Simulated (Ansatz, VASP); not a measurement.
# NbTeS (1T-NbSTe monolayer) in two plane-wave programs

Wanted: the spread between two codes on one cell, functional and k mesh. The structure shown is the start of the Ansatz relaxation below; VASP solves that cell, so the two are compared at the walk's first step.

Main program and level: Ansatz 0.2.0; plane waves, with VASP 6.6.1 beside it; single point at PBE.

### Step 1. The structure

The cell holds 3 atoms: 1 Te, 1 Nb and 1 S. Cell: a = 3.724 Å, b = 3.724 Å, c = 30.348 Å, α = 90.0°, β = 90.0°, γ = 120.0°. Vacuum lies along c. The height across the vacuum is the one that the program set for its solve, not the one typed.

### Step 2. Ansatz: relaxation, PBE

Ansatz runs on its default PAW (the set named soft_2) files.

The two programs are compared at the cell with which this relaxation starts, whose forces are those of its first step.

input.yaml reads:

```yaml
crystal:
  lattice:
    - [3.723864, 0.0, 0.0]
    - [-1.861932, 3.2249608242, 0.0]
    - [0.0, 0.0, 17.2739510811]
  atoms:
    - { symbol: Te, position: [0.6666666667, 0.3333333333, 0.4052344462] }
    - { symbol: Nb, position: [0.0, 0.0, 0.5158190203], spin: 1.0 }
    - { symbol: S, position: [0.3333333333, 0.6666666667, 0.5947655538] }
  periodic: [true, true, false]
magnetization:
  spin_polarized: true
kpoints:
  mp_grid: { grid: [9, 9, 1] }
hamiltonian:
  xc: pbe
scf:
  occupations: { method: fermi_dirac, width: 0.05 }
relax:
  f_tol: 0.01
  max_steps: 90
  cell: {}
```

Launch:

```console
$ ansatz run input.yaml --threads 4 --pin off --max-ram 8192MiB --backend cpu --events-out ev --progress --plain --runs-dir out
```

Numbers of over 12 decimals in the logs are rounded to 6 here.

Log:

```text
Warning: crystal.periodic: the lattice vector that does not repeat stood 0.000° off the slab's normal, 17.274 Å along it as the deck builds it. The run solves the slab on a vector along the normal, 30.348 Å long, with every atom where it was (on the deck's vector they left 14.00 Å outside them, and the widest stretch free of ions among them is 1.91 Å). A fractional position that the run reports is one of the run's ce [...]
crystal.periodic: the lattice vector that does not repeat stood 0.000° off the slab's normal, 17.274 Å along it as the deck builds it. The run solves the slab on a vector along the normal, 30.348 Å long, with every atom where it was (on the deck's vector they left 14.00 Å outside them, and the widest stretch free of ions among them is 1.91 Å). A fractional position that the run reports is one of the run's cell, which [...]
Engine: ansatz 0.2.0, x86_64-unknown-linux-gnu
Pseudopotentials: kind: paw
Pseudopotential: Te, paw, valence charge 16, recommended cutoff 420 eV (normal), Te.paw.azcp
Pseudopotential: Nb, paw, valence charge 13, recommended cutoff 420 eV (normal), Nb.paw.azcp
Pseudopotential: S, paw, valence charge 6, recommended cutoff 420 eV (normal), S.paw.azcp
Functional definition: PBE
  parameter kappa = 0.804
  parameter beta = 0.066725
  exchange = pbe_x(kappa = kappa, mu = beta*pi^2/3)
  correlation = pbe_c(beta = beta)
Crystal: 3 atoms, lattice volume = 364.458 Å³
Basis set: ecut = 420 eV, 7145 PW (Γ), exchange–correlation on 50×50×432 points (8 copies of the dense FFT grid, shifted against one another)
Bands: 22, of which v1, the nominal top of the filled ones, is band 18 counted from 1 (17 counted from 0)
Symmetry: 6 space group operations
Space group: P3m1 (ITA 156), of the structure as read, at distance tolerance 7.1e-5 Å
Magnetic group: BNS 156.49 (UNI 1279), of the structure as read, at distance tolerance 7.1e-5 Å
k-points: 12 of 81 (time reversal used)
Non-local potential: Te, projectors of the file, l = 0: 2, l = 1: 2, l = 2: 2, l = 3: 2
Non-local potential: Nb, projectors of the file, l = 0: 3, l = 1: 2, l = 2: 2, l = 3: 1
Non-local potential: S, projectors of the file, l = 0: 2, l = 1: 2, l = 2: 2
PAW form: soft (Blöchl's): semilocal exchange-correlation on the pseudo side does not see the compensation charge
PAW one-centre angular grid: Te, 590 points (default); XC on 64 Gauss nodes
PAW one-centre angular grid: Nb, 590 points (default); XC on 64 Gauss nodes
PAW one-centre angular grid: S, 110 points (default); XC on 64 Gauss nodes
Initial density: superposition of atomic densities (neutral atoms: chi_scale 0, normalization atom)
Starting moments: Σ|m| = 1 μB on 1 of 3 sites
Initial wavefunctions: pseudopotential atomic-orbital guess
Functional: x = pbe(κ = 0.804, μ = 0.219515), c = pbe(β = 0.066725)
[...]
preconditioner: auto → LDOS  [metal: Δε(μ)=0.135 eV  Ē_g=7.325 eV  σ=0.050 eV  W_gap=0.47  n_scr=14 (ndim 8)  ℏωp=8.5 eV  f_vac=0.757  D(μ)=3.08/eV (n_scr^D=12)]
spin=Collinear: LDOS preconditioning applied to the charge; magnetization (m = ρ↑ − ρ↓) channel mixes plain (no charge-response kernel on spin).
SCF iter   2: F=—  HF=-12436.411154 eV  |F-HF|=—  |Δ(HF+E_count)|=   8.50e-6  Δρ=1.97e-5 (↑1.97e-5 ↓1.85e-5)  dr2=6.89e-6  dr2_m=2.56e-7  M=0.002 μB ∫|m|=0.002 μB  β_m=0.45  ethr=6.82e-8  ⟨swp⟩=3.5  Hψ=1043  notcnv=0
SCF iter   3: F=—  HF=-12436.411155 eV  |F-HF|=—  |Δ(HF+E_count)|=   1.16e-6  Δρ=1.32e-5 (↑1.32e-5 ↓1.11e-5)  dr2=3.69e-6  dr2_m=1.17e-7  M=0.002 μB ∫|m|=0.002 μB  β_m=0.72  ethr=1.97e-8  ⟨swp⟩=1.8  Hψ=639  notcnv=0
SCF iter   4: F=—  HF=-12436.411157 eV  |F-HF|=—  |Δ(HF+E_count)|=   1.09e-6  Δρ=4.34e-6 (↑3.90e-6 ↓4.34e-6)  dr2=7.30e-8  dr2_m=3.22e-8  M=0.001 μB ∫|m|=0.001 μB  β_m=0.77  ethr=1.05e-8  ⟨swp⟩=3.3  Hψ=960  notcnv=0
SCF iter   5: F=—  HF=-12436.411157 eV  |F-HF|=—  |Δ(HF+E_count)|=   1.98e-7  Δρ=3.07e-6 (↑1.77e-6 ↓3.07e-6)  dr2=3.47e-8  dr2_m=1.38e-8  M=0.001 μB ∫|m|=0.001 μB  β_m=0.80  ethr=2.09e-10  ⟨swp⟩=3.9  Hψ=1291  notcnv=0
iter 6 did not close the SCF: its close was put off for a magnetic moment that had not settled (scf_convergence_deferred on its scf_iter line)
SCF iter   6: F=-12436.411157 eV  HF=-12436.411157 eV  |F-HF|=1.52e-8  |Δ(HF+E_count)|=   5.14e-8  Δρ=1.12e-6 (↑8.52e-7 ↓1.12e-6)  dr2=6.09e-9  dr2_m=2.37e-9  M=0.001 μB ∫|m|=0.001 μB  β_m=0.90  ethr=9.93e-11  ⟨swp⟩=3.9  Hψ=2311  notcnv=0
iter 7 did not close the SCF: its close was put off for a magnetic moment that had not settled (scf_convergence_deferred on its scf_iter line)
SCF iter   7: F=-12436.411157 eV  HF=-12436.411157 eV  |F-HF|=1.01e-8  |Δ(HF+E_count)|=   1.66e-8  Δρ=7.89e-7 (↑7.89e-7 ↓5.39e-7)  dr2=2.20e-9  dr2_m=1.04e-9  M=0.000 μB ∫|m|=0.000 μB  β_m=0.95  ethr=1.74e-11  ⟨swp⟩=2.4  Hψ=1813  notcnv=0
iter 8 did not close the SCF: its close was put off for a magnetic moment that had not settled (scf_convergence_deferred on its scf_iter line)
SCF iter   8: F=-12436.411157 eV  HF=-12436.411157 eV  |F-HF|=1.77e-9  |Δ(HF+E_count)|=   1.15e-8  Δρ=4.33e-7 (↑4.33e-7 ↓2.64e-7)  dr2=5.04e-9  dr2_m=7.84e-11  M=0.000 μB ∫|m|=0.000 μB  β_m=0.87  ethr=6.29e-12  ⟨swp⟩=2.8  Hψ=2033  notcnv=0
[...]
Basis set: ecut = 420 eV, 6347 PW (Γ), exchange–correlation on 48×48×432 points (8 copies of the dense FFT grid, shifted against one another)
Initial wavefunctions: pseudopotential atomic-orbital guess (no wavefunctions were taken with the density)
iter 1 solved again at ethr=1.51e-7 eV; its pass at ethr=3.10e-3 eV (dr2=5.27e-5 eV) is discarded
SCF iter   1: F=—  HF=-12436.410212 eV  |F-HF|=—  |Δ(HF+E_count)|=         —  Δρ=2.53e-5 (↑2.53e-5 ↓2.53e-5)  dr2=1.46e-6  dr2_m=1.93e-11  M=0.000 μB ∫|m|=0.000 μB  β_m=0.65  ethr=1.51e-7  ⟨swp⟩=6.8  Hψ=6976  notcnv=0
preconditioner: auto → LDOS  [metal: Δε(μ)=0.137 eV  Ē_g=7.322 eV  σ=0.050 eV  W_gap=0.48  n_scr=14 (ndim 8)  ℏωp=8.5 eV  f_vac=0.757  D(μ)=3.09/eV (n_scr^D=12)]
spin=Collinear: LDOS preconditioning applied to the charge; magnetization (m = ρ↑ − ρ↓) channel mixes plain (no charge-response kernel on spin).
SCF iter   2: F=—  HF=-12436.410298 eV  |F-HF|=—  |Δ(HF+E_count)|=   8.62e-5  Δρ=8.49e-6 (↑8.49e-6 ↓8.49e-6)  dr2=1.62e-7  dr2_m=9.32e-12  M=0.000 μB ∫|m|=0.000 μB  β_m=0.55  ethr=4.18e-9  ⟨swp⟩=2.2  Hψ=967  notcnv=0
SCF iter   3: F=—  HF=-12436.410298 eV  |F-HF|=—  |Δ(HF+E_count)|=   2.62e-7  Δρ=2.29e-6 (↑2.28e-6 ↓2.29e-6)  dr2=1.11e-8  dr2_m=8.86e-12  M=0.000 μB ∫|m|=0.000 μB  β_m=0.62  ethr=4.64e-10  ⟨swp⟩=3.7  Hψ=1166  notcnv=0
SCF iter   4: F=—  HF=-12436.410298 eV  |F-HF|=—  |Δ(HF+E_count)|=   5.41e-8  Δρ=4.52e-7 (↑4.50e-7 ↓4.52e-7)  dr2=1.33e-9  dr2_m=5.42e-12  M=0.000 μB ∫|m|=0.000 μB  β_m=0.72  ethr=3.17e-11  ⟨swp⟩=3.6  Hψ=1257  notcnv=0
SCF iter   5: F=—  HF=-12436.410298 eV  |F-HF|=—  |Δ(HF+E_count)|=   4.92e-9  Δρ=1.01e-7 (↑1.01e-7 ↓8.44e-8)  dr2=1.50e-10  dr2_m=3.78e-12  M=0.000 μB ∫|m|=0.000 μB  β_m=0.64  ethr=3.81e-12  ⟨swp⟩=3.2  Hψ=940  notcnv=0
SCF iter   6: F=—  HF=-12436.410298 eV  |F-HF|=—  |Δ(HF+E_count)|=  9.68e-10  Δρ=4.95e-8 (↑4.95e-8 ↓2.75e-8)  dr2=2.88e-11  dr2_m=9.02e-13  M=0.000 μB ∫|m|=0.000 μB  β_m=0.82  ethr=1.00e-12  ⟨swp⟩=2.7  Hψ=906  notcnv=0
SCF iter   7: F=-12436.410298 eV  HF=-12436.410298 eV  |F-HF|=2.73e-11  |Δ(HF+E_count)|=  9.55e-10  Δρ=2.06e-8 (↑1.23e-8 ↓2.06e-8)  dr2=2.67e-12  dr2_m=4.20e-13  M=0.000 μB ∫|m|=0.000 μB  ethr=1.00e-12  ⟨swp⟩=8.8  Hψ=2954  notcnv=0
the starting moments were not kept: the SCF closed with an absolute magnetisation of 9.3e-6 μB, where they sum to 1 μB in size (1 site). That is at most 0.1 of that sum. Measured as dr2_m measures the in/out step, that magnetisation stands 1.4e-11 eV from none, at or under the dr2_threshold of 1.7e-11 eV: it is no larger than a step whose dr2_m would equal this threshold.
SCF 6 converged in 7 iterations: F = -12436.410298 eV  dr2 = 2.67e-12
relax step   6: F+E_penalty+E_count = -12436.41029830 eV  Δ(F+E_penalty+E_count) = +8.585e-4 eV  max|allowed force component| = 7.614e-3 eV/Å  Δτ_max = 0.0000 Å  P = +0.017 N/m  Ω = 327.874 Å³  fix = [c, alpha, beta]  reactions: c +0.000 N/m  stress off target by 1.73e-2 N/m on what of the cell is left free  SCF on the basis re-selected at this cell (its energy is not comparable with the rows above)  (7 SCF iters)
basis re-selected at this cell: Δ(F+E_penalty+E_count) = +8.585e-4 eV, ΔP = -0.003 N/m vs the last step (what re-selecting the basis moved, of the pressure what is left beyond the Pulay correction that the steps carried, after the strain that the cell walked since its last selection, with what the two solves' SCF thresholds leave and, on support functions, any second-order correction that the steps lacked; it is no measure of the basis error at this ecutwfc). The dense FFT grid was sized anew with the basis: this SCF ran on 24×24×216 points, the steps before it on 25×25×216, so part of this shift can come from that change (see relax.cell in the input reference). [rest of the remark cut]
SCF converged after 7 iterations
Magnetization: 0.0000 μB (17.5000 up, 17.5000 down)
Absolute magnetization: 0.0000 μB (∫|ρ↑−ρ↓|, with the PAW one-centre terms)
Spin contamination: 0.0000 ħ² per cell (⟨S²⟩ above its minimum at these occupations)
Per-site moments (μB) at R_I (Å): [(-9.82207993730492e-8, 1.166809), (4.9650913444174314e-6, 1.021548), (3.8916171341827947e-7, 1.021548)]
Free energy (F): -12436.410298 eV
Harris-Foulkes:  -12436.410298 eV  (|F-HF|=2.73e-11)
Internal energy: -12436.385537 eV  (E = F + TS)
E sigma→0 (E₀):  -12436.397918 eV
Entropy (-TS):   -0.024761 eV (-8.254 meV/atom)
Fermi energy:    -4.807627 eV
--- Per-component energies (eV) ---
  E_band       = -925.850984
  E_kinetic    = 680.232758
  E_local      = -63549.422599  (includes V_loc(G=0)·N_el)
  E_nonlocal   = -162.505602
  E_hartree    = 31500.976083
  E_xc         = -396.485404
  E_vxc        = -403.909096  (∫ρ·V_xc dr)
  E_paw        = -8335.945110  (= ΣΔE_a)
  E_vpaw       = -492.198376  (= ΣTr[D̂ρ^β])
  E_aug_tail   = -0.000171  (compensation charges beyond the density's cutoff)
  E_ewald      = 27826.764508
  E_smearing   = -0.024761  (= −TS)
  E_closure    = 0.000000  (closes the sum)
  Σ components = -12436.410298   (vs F -12436.410298, Δ=0.00e0)
--- Forces (eV/Å), atoms counted from 1 ---
  atom   1  Te     0.00000000    -0.00000000    -0.00465706
  atom   2  Nb    -0.00000000     0.00000000    -0.00295735
  atom   3  S      0.00000000     0.00000000     0.00761445
  max |Σ_I F_I| component: 3.33e-8 eV/Å
--- 2D stress c σ (N/m, compression-positive) ---
        0.017331      -0.000000       0.000000
       -0.000000       0.017331       0.000000
        0.000000       0.000000       0.000000
  P = ½ c Tr σ = 0.0173 N/m
--- Relaxed structure (5 steps of the walk, 5 accepted, 1 SCFs on fresh bases) ---
  F+E_penalty+E_count = -12436.41029830 eV   max|allowed force component| = 7.614e-3 eV/Å   (the final SCF, on the basis selected at the relaxed cell)
  cell:  # Å, volume = 327.8737 Å³
    - [3.532024, 0.0, 0]
    - [-1.766012, 3.058822, 0]
    - [0, 0, 30.347902]
  atoms:
    - { symbol: Te, position: [0.666667, 0.333333, 0.229103] }
    - { symbol: Nb, position: [0, 0, 0.293697] }
    - { symbol: S, position: [0.333333, 0.666667, 0.340000] }
```

In the SCF lines HF is the Harris–Foulkes energy and dr2 the Hartree energy of the density residual, in eV; the loop may stop once dr2 is under the threshold and the program's other checks hold. Hψ counts applications of the Hamiltonian.

(Continued in part 2 of 2.)

[Lines on the potential files, build, host, timing and source positions are cut from VASP's logs without a mark.]

[Logs are printed without paths, hosts, clocks, repeated set-up lines and the standing remarks that a program may print on its own settings, such as how far it seeks lower states.]

[Hosts, paths, dates, database ids (printed as entryN), source tags and the programs' standing remarks are cut or masked in the printed files.]
